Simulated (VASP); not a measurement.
```
CELL_PARAMETERS angstrom
      0.00000     1.80500     1.80500
      1.80500     0.00000     1.80500
      1.80500     1.80500     0.00000
ATOMIC_POSITIONS crystal
  Cu 0.00000 0.00000 0.00000
```

Computed with r2SCAN meta-GGA, VASP's PBE PAW potentials (set 64) (plane waves; VASP). Settings: 480 eV cut-off, 16×16×16 Γ-centred mesh, first-order Methfessel-Paxton smearing of 0.10 eV, potentials Cu.

Energy and stress use the plane-wave basis of the starting cell.

**Question.** The ions, cell shape and volume are relaxed. Give the cell that the relaxation ends in.

**Answer.** 
```
CELL_PARAMETERS angstrom
      0.00000     1.79042     1.79042
      1.79042     0.00000     1.79042
      1.79042     1.79042     0.00000
ATOMIC_POSITIONS crystal
  Cu 0.00000 0.00000 0.00000
```
Space group Fm-3m (225), at a tolerance of 0.03 Å.

**Question.** How do energy and volume change from the first to the last step?

**Answer.** The energy (σ→0) changes by -3.4 meV/atom and the volume by -2.4 %, in 4 ionic steps.

The compound is Cu in the fcc structure. This run relaxes it. Symmetry was kept, so distortions that lower it aren't found.
